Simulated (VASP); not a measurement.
An input for Ansatz (written as the equivalent of a VASP run, and not itself run):

Ansatz 0.2 input:
```yaml
crystal:
  lattice:
    - [0.0000000, 3.0811503, 3.0811503]
    - [3.0811503, 0.0000000, 3.0811503]
    - [3.0811503, 3.0811503, 0.0000000]
  atoms:
    - { symbol: Pb, position: [0.0000000, 0.0000000, 0.0000000] }
    - { symbol: S, position: [0.2500000, 0.2500000, 0.2500000] }
kpoints:
  mp_grid: { grid: [10, 10, 10] }
hamiltonian:
  xc: pbesol
  pseudopotentials: { kind: paw }
scf:
  occupations: { method: methfessel_paxton, width: 0.1 }
  max_iter: 100
relax:
  max_steps: 40
  f_tol: 0.02
  cell: { p_target: 20 }
output: { forces: true, stress: true, eigenvalues: true }
```

Translate this input to VASP (INCAR, KPOINTS, POSCAR, choice of POTCAR).

One answer among several that fit: 
**INCAR**
```
# general
SYSTEM   =  PbS
PREC     =  Accurate
ENCUT    =  500
LREAL    =  .False.
LASPH    =  .True.

# electronic loop
EDIFF    =  1E-6   # SCF stop (eV)
NELM     =  100   # most electronic steps
ALGO     =  Normal
LMAXMIX  =  4   # l cut-off of mixed one-centre charges

# smearing
ISMEAR   =  1   # Methfessel-Paxton
SIGMA    =  0.1

# functional
GGA      =  PS

# ions
IBRION   =  2
NSW      =  40   # most ionic steps
ISIF     =  3
EDIFFG   =  -0.02   # ionic stop
PSTRESS  =  200

# output
LWAVE    =  .False.
LCHARG   =  .False.
```

### POSCAR
```
PbS
1
    0.0000000000     3.0811503202     3.0811503202
    3.0811503202    -0.0000000000     3.0811503202
    3.0811503202     3.0811503202    -0.0000000000
Pb S
1 1
Direct
  0.0000000000   0.0000000000   0.0000000000
  0.2500000000   0.2500000000   0.2500000000
```

### KPOINTS
```
Automatic mesh
0
Gamma
10 10 10
0 0 0
```

POTCAR, in this order: Pb_d S (PBE.64 set). Program: vasp_std.

What does not carry over: each code has its own PAW files, so the cut-off isn't converted (ENCUT is set for VASP's; basis.ecutwfc is left out, and Ansatz then takes the one that its files recommend); Ansatz stops its SCF on the density residual and VASP on the energy change (EDIFF).

The structure was generated: PbS was put into the zinc blende type (F-43m), which need not be its known phase. This run relaxes it under an external pressure of 20 GPa. Symmetry was kept, so distortions that lower it aren't found.
